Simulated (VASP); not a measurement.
Data:

```xyz
2
Lattice="0.0000 3.0484 3.0484 3.0484 0.0000 3.0484 3.0484 3.0484 0.0000" Properties=species:S:1:pos:R:3 pbc="T T T"
In     0.0000     0.0000     0.0000
As     1.5242     1.5242     1.5242
```

All values below come from PBE0 hybrid, VASP's PBE PAW potentials (set 64) (plane waves; VASP). Run with 520 eV cut-off, 6×6×6 Γ-centred mesh, Gaussian smearing of 0.050 eV, potentials In_d As.

Question: Give the energy at these volumes per atom, relative to the lowest: 26.97, 27.86, 28.74, 29.63, 30.52 Å³.

Answer: 12.3, 0.4, 0.0, 9.2, 26.4 meV/atom. A third-order Birch-Murnaghan fit gives B0 = 59.8 GPa and B0′ = 4.7.

Measured: bulk modulus 58.6 GPa at 0 K (computed value off by +2.0 %), as given by Daniel Mejia-Rodriguez et al., Physical Review B (2018), arXiv:1807.09216 [0 K value with the zero-point phonon effect removed]; a 6.047 Å at 0 K (computed value off by +0.8 %), as given by Daniel Mejia-Rodriguez et al., Physical Review B (2018), arXiv:1807.09216 [static lattice: zero-point anharmonic expansion removed].

The compound is InAs in the zinc blende structure. It was relaxed first. The cell's shape comes from a PBE relaxation.
